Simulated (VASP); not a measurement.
VASP ran on this input.

### INCAR
```
ALGO = Normal
EDIFF = 1E-6
EDIFFG = -0.02
ENCUT = 620
GGA = PS
IBRION = 2
ISIF = 3
ISMEAR = 1
LASPH = .True.
LCHARG = .False.
LREAL = .False.
LWAVE = .False.
NELM = 100
NSW = 40
PREC = Accurate
PSTRESS = 450
SIGMA = 0.1
SYSTEM = SiC
```

### POSCAR
```
SiC
1
    2.7599424413     0.0000000000     0.0000000000
   -1.3799712207     2.3901799230     0.0000000000
    0.0000000000     0.0000000000     4.6077949215
Si C
2 2
Direct
  0.0000000000   0.0000000000   0.0000000000
  0.0000000000   0.0000000000   0.5000000000
  0.3333330000   0.6666670000   0.2500000000
  0.6666670000   0.3333330000   0.7500000000
```

**KPOINTS**
```
Automatic
0
gamma
  13 13 7
0 0 0
```

POTCAR, in this order: Si C (PBE.64 set). Program: vasp_std.

Task: Translate this PBEsol calculation to Quantum ESPRESSO's pw.x.

Result: One equivalent input (not run):
```
&CONTROL
  calculation = 'vc-relax'
  pseudo_dir = './pseudo'
  outdir = './out'
  tprnfor = .true.
  tstress = .true.
  nstep = 40
  forc_conv_thr = 0.00078
/
&SYSTEM
  ibrav = 0
  nat = 4
  ntyp = 2
  ecutwfc = 82
  occupations = 'smearing'
  smearing = 'methfessel-paxton'
  degauss = 0.00735
  input_dft = 'pbesol'
/
&ELECTRONS
  conv_thr = 7.3e-08
  electron_maxstep = 100
/
&IONS
/
&CELL
  press = 450
/
ATOMIC_SPECIES
  Si 28.085 Si.upf
  C 12.011 C.upf
CELL_PARAMETERS angstrom
     2.7599424    0.0000000    0.0000000
    -1.3799712    2.3901799    0.0000000
     0.0000000    0.0000000    4.6077949
ATOMIC_POSITIONS crystal
  Si   0.0000000  0.0000000  0.0000000
  Si   0.0000000  0.0000000  0.5000000
  C    0.3333330  0.6666670  0.2500000
  C    0.6666670  0.3333330  0.7500000
K_POINTS automatic
  13 13 7 0 0 0
```
Limits of the translation: the potentials are each code's own (VASP's PAW set, PseudoDojo norm-conserving files in pw.x), so ENCUT and ecutwfc are chosen apart and not converted; conv_thr bounds pw.x's estimated SCF error, while EDIFF bounds the energy change between steps; forc_conv_thr acts on force components and is met together with etot_conv_thr.

The structure was generated: SiC was put into the NiAs type type (P6_3/mmc), which need not be its known phase. This run relaxes it under an external pressure of 45 GPa. Symmetry was kept, so distortions that lower it aren't found.
